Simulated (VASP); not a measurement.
Level of theory: PBEsol GGA, VASP's PBE PAW potentials (set 64) (plane waves; VASP 6.6.1).

Input for VASP

File KPOINTS:
```
Automatic mesh
0
Gamma
12 12 7
0 0 0
```

### INCAR
```
! general
SYSTEM  = Tl
PREC    = Accurate
ENCUT   = 500   ! plane-wave cut-off (eV)
LREAL   = .False.   ! projection in real space or not
LASPH   = .True.   ! aspherical one-centre terms

! electronic loop
EDIFF   = 1E-6   ! SCF stop (eV)
NELM    = 100   ! most electronic steps
ALGO    = Normal   ! blocked Davidson
LMAXMIX = 4   ! l cut-off of mixed one-centre charges

! smearing
ISMEAR  = 1
SIGMA   = 0.1

! functional
GGA     = PS

! ions
IBRION  = 2
NSW     = 40
ISIF    = 3
EDIFFG  = -0.02   ! ionic stop
PSTRESS = 50   ! kbar

! output
LWAVE   = .False.
LCHARG  = .False.
```

**POSCAR**
```
Tl
1
    1.6809224792    -2.9114432653     0.0000000000
    1.6809224792     2.9114432653     0.0000000000
    0.0000000000     0.0000000000     5.2649194309
Tl
2
Direct
  0.3333330000   0.6666670000   0.2500000000
  0.6666670000   0.3333330000   0.7500000000
```

POTCAR, in this order: Tl_d (PBE.64 set). Program: vasp_std.

Output

OUTCAR:
```
 ion  position               nearest neighbor table
   1  0.333  0.667  0.250-   2 3.27   2 3.27   2 3.27   2 3.27   2 3.27   2 3.27
   2  0.667  0.333  0.750-   1 3.27   1 3.27   1 3.27   1 3.27   1 3.27   1 3.27
  LATTYP: Found a hexagonal cell.
 ALAT       =     3.3618450690
 C/A-ratio  =     1.5660803287
 Subroutine PRICEL returns:
 Original cell was already a primitive cell.
 Subroutine GETGRP returns: Found 24 space group operations
The static configuration has the point symmetry D_3d.
 The point group associated with its full space group is D_6h.
The dynamic configuration has the point symmetry D_3d.
 Subroutine INISYM returns: Found 24 space group operations
 Subroutine IBZKPT returns following result:
 Found     76 irreducible k-points:

 Following reciprocal coordinates:
            Coordinates               Weight
  0.000000  0.000000  0.000000      1.000000
  0.083333  0.000000  0.000000      6.000000
  0.166667 -0.000000  0.000000      6.000000
  0.250000  0.000000  0.000000      6.000000
  0.333333 -0.000000  0.000000      6.000000
  0.416667 -0.000000  0.000000      6.000000
  0.500000  0.000000  0.000000      3.000000
  0.083333  0.083333  0.000000      6.000000
  0.166667  0.083333  0.000000     12.000000
  0.250000  0.083333  0.000000     12.000000
  0.333333  0.083333  0.000000     12.000000
  0.416667  0.083333  0.000000     12.000000
  0.166667  0.166667  0.000000      6.000000
  0.250000  0.166667  0.000000     12.000000
  0.333333  0.166667  0.000000     12.000000
  0.416667  0.166667  0.000000      6.000000
  0.250000  0.250000  0.000000      6.000000
  0.333333  0.250000  0.000000     12.000000
  0.333333  0.333333  0.000000      2.000000
  0.000000  0.000000  0.142857      2.000000
  0.083333  0.000000  0.142857     12.000000
  0.166667 -0.000000  0.142857     12.000000
  0.250000  0.000000  0.142857     12.000000
  0.333333 -0.000000  0.142857     12.000000
  0.416667 -0.000000  0.142857     12.000000
  0.500000  0.000000  0.142857      6.000000
  0.083333  0.083333  0.142857     12.000000
  0.166667  0.083333  0.142857     24.000000
  0.250000  0.083333  0.142857     24.000000
  0.333333  0.083333  0.142857     24.000000
  0.416667  0.083333  0.142857     24.000000
  0.166667  0.166667  0.142857     12.000000
  0.250000  0.166667  0.142857     24.000000
  0.333333  0.166667  0.142857     24.000000
  0.416667  0.166667  0.142857     12.000000
  0.250000  0.250000  0.142857     12.000000
  0.333333  0.250000  0.142857     24.000000
  0.333333  0.333333  0.142857      4.000000
  0.000000  0.000000  0.285714      2.000000
  0.083333  0.000000  0.285714     12.000000
   k-points           NKPTS =     76   k-points in BZ     NKDIM =     76   number of bands    NBANDS=     17
   number of dos      NEDOS =    301   number of ions     NIONS =      2
   total plane-waves  NPLWV =  31360
   dimension x,y,z NGX =    28 NGY =   28 NGZ =   40
   dimension x,y,z NGXF=    56 NGYF=   56 NGZF=   80
   ions per type =               2
   PREC   = accura    normal or accurate (medium, high low for compatibility)
   ISTART =      0    job   : 0-new  1-cont  2-samecut
   ICHARG =      2    charge: 1-file 2-atom 10-const
   ISPIN  =      1    spin polarized calculation?
   LNONCOLLINEAR =      F non collinear calculations
   LSORBIT =      F    spin-orbit coupling
   INIWAV =      1    electr: 0-lowe 1-rand  2-diag
   ENCUT  =  500.0 eV  36.75 Ry    6.06 a.u.   6.13  6.13  9.60*2*pi/ulx,y,z
   NELM   =    100;   NELMIN=  2; NELMDL= -5     # of ELM steps
   EDIFF  = 0.1E-05   stopping-criterion for ELM
   LREAL  =      F    real-space projection
...
```

### OSZICAR
```
       N       E                     dE             d eps       ncg     rms          rms(c)
DAV:   1     0.125116154483E+03    0.12512E+03   -0.14478E+04  2592   0.143E+03
DAV:   2    -0.321655317389E+01   -0.12833E+03   -0.12687E+03  2675   0.297E+02
DAV:   3    -0.526517082051E+01   -0.20486E+01   -0.20285E+01  3088   0.334E+01
DAV:   4    -0.527617070075E+01   -0.11000E-01   -0.10999E-01  2864   0.246E+00
DAV:   5    -0.527628509515E+01   -0.11439E-03   -0.11439E-03  2999   0.265E-01    0.436E+00
DAV:   6    -0.519628033454E+01    0.80005E-01   -0.14859E-01  2759   0.348E+00    0.295E+00
DAV:   7    -0.518178173510E+01    0.14499E-01   -0.66243E-02  2713   0.230E+00    0.912E-01
DAV:   8    -0.518036290801E+01    0.14188E-02   -0.61686E-03  2713   0.677E-01    0.586E-02
DAV:   9    -0.518036490250E+01   -0.19945E-05   -0.28921E-05  3057   0.520E-02    0.113E-02
DAV:  10    -0.518036669874E+01   -0.17962E-05   -0.38967E-06  2764   0.194E-02    0.235E-03
DAV:  11    -0.518036679951E+01   -0.10077E-06   -0.68672E-07  1424   0.727E-03
   1 F= -.35721775E+01 E0= -.35722114E+01  d E =-.357218E+01
```

### OUTCAR
```
------------------------ aborting loop because EDIFF is reached ----------------------------------------
  FORCE on cell =-STRESS in cart. coord.  units (eV):
  Direction    XX          YY          ZZ          XY          YZ          ZX
  --------------------------------------------------------------------------------------
  Total        1.6073384      1.6073385      1.6109723      0.0000000      0.0000000      0.0000000
  in kB       49.9735449     49.9735493     50.0865267      0.0000000      0.0000000      0.0000000
  external PRESSURE =       0.0112070 kB  Pullay stress =      50.0000000 kB
  volume of cell :       51.53
      direct lattice vectors                 reciprocal lattice vectors
     1.680922479 -2.911443265  0.000000000     0.297455716 -0.171736130  0.000000000
     1.680922479  2.911443265  0.000000000     0.297455716  0.171736130  0.000000000
     0.000000000  0.000000000  5.264919431     0.000000000  0.000000000  0.189936430
 POSITION                                       TOTAL-FORCE (eV/Angst)
 -----------------------------------------------------------------------------------
      1.68092      0.97048      1.31623        -0.000000      0.000000      0.000000
      1.68092     -0.97048      3.94869         0.000000     -0.000000      0.000000
 -----------------------------------------------------------------------------------
    total drift:                                0.000000      0.000427      0.000008
  FREE ENERGIE OF THE ION-ELECTRON SYSTEM (eV)
  ---------------------------------------------------
  free  energy   TOTEN  =        -5.1803667995 eV

  energy  without entropy=       -5.1804683842  energy(sigma->0) =       -5.18040066
  enthalpy is  TOTEN    =        -3.5721775160 eV   P V=        1.6081892835

 reached required accuracy - stopping structural energy minimisation
```
(Selected blocks of OUTCAR.)

The compound is Tl in the hcp structure. It was relaxed first under an external pressure of 5 GPa.
